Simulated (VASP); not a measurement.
Here is the system:

```
CELL_PARAMETERS angstrom
      0.00000     1.70948     1.70948
      1.70948     0.00000     1.70948
      1.70948     1.70948     0.00000
ATOMIC_POSITIONS crystal
  Ni 0.00000 0.00000 0.00000
```

Calculation: LDA (Ceperley-Alder, Perdew-Zunger) with spin-orbit coupling, VASP's LDA PAW potentials (set 64) (plane waves; VASP). Settings: 400 eV cut-off, 16×16×16 Γ-centred mesh, Gaussian smearing of 0.050 eV, potentials Ni. Starting moments (MAGMOM): 0 0 0.6.

Q: Give the energies of bands 1 to 12 at the high-symmetry points, in eV from the Fermi level.

A: 
```
band      Γ      X      U      L      W
----  -----  -----  -----  -----  -----
1     -9.60  -5.15  -4.38  -5.28  -4.16
2     -9.56  -4.82  -4.07  -4.92  -3.80
3     -2.62  -4.61  -4.00  -2.64  -3.32
4     -2.59  -4.12  -3.63  -2.55  -3.32
5     -2.54  -0.47  -2.23  -2.10  -2.84
6     -2.05  -0.31  -1.74  -2.01  -2.84
7     -1.99  -0.29  -1.09  -0.50  -1.35
8     -1.95   0.10  -0.62  -0.45  -0.84
9     -1.26   0.37  -0.54  -0.43  -0.30
10    -1.25   0.38   0.06  -0.39   0.37
11    -0.73   2.49   6.13   0.12   8.24
12    -0.73   2.55   6.36   0.17   8.24
```

It has no gap at this level: it comes out as a metal or semimetal.

The compound is Ni in the fcc structure. It was relaxed first, which changed the volume by -8 %.
